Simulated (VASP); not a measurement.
Runs of VASP 6.6.1 on FSnBr. The cell holds a molecule in a box, 3 atoms: a = 12.000 Å, b = 11.000 Å, c = 11.000 Å, α = 90.00°, β = 90.00°, γ = 90.00°. 

| task | level | potentials or basis | cell | cutoff (eV) | grid for exact exchange (PRECFOCK) | exchange at q = 0 | gap on the mesh (eV) | largest force (eV/Å) |
| --- | --- | --- | --- | --- | --- | --- | --- | --- |
| single point | SCAN+D4 | VASP PAW PBE potentials, release 64 (F, Sn_d, Br) | as given | 520 | - | - | 3.57 | (a) |
| single point | PBE | VASP PAW PBE potentials, release 64 (F, Sn_d, Br) | atoms moved at random, drawn with an rms of 0.05 Å | 520 | - | - | 3.25 | 1.65 |
| single point | PBE | VASP PAW PBE potentials, release 64 (F, Sn_d, Br) | as given | 520 | - | - | 3.26 | 0.82 |
| electron localisation function | PBE | VASP PAW PBE potentials, release 64 (F, Sn_d, Br) | as given | 520 | - | - | 3.26 | 0.82 |
| relaxation of the atoms | PBE | VASP PAW PBE potentials, release 64 (F, Sn_d, Br) | atoms relaxed from: atoms moved at random, drawn with an rms of 0.02 Å | 520 | - | - | 3.21 | - |
| single point | B3LYP+D4 | VASP PAW PBE potentials, release 64 (F_h, Sn_d, Br) | as given | 900 | Fast | truncated | (b) | 0.61 |
| atomic charges | PBE+TS | VASP PAW PBE potentials, release 64 (F, Sn_d, Br) | as given | 520 | - | - | 3.26 | 0.83 |

Alike in all rows: no spin polarisation; k mesh 1 × 1 × 1; smearing gaussian 0.01 eV.

Problem. Estimate the missing entries.

Solution. (a) 0.34; (b) 4.59.

Caveats: spin-orbit coupling is left out, which moves the levels of the heavy elements; the PAW data sets were made with another functional, which shifts forces and pressure a little (some runs).

A k mesh can miss the band edges, and the runs leave out spin-orbit coupling on Br, Sn.
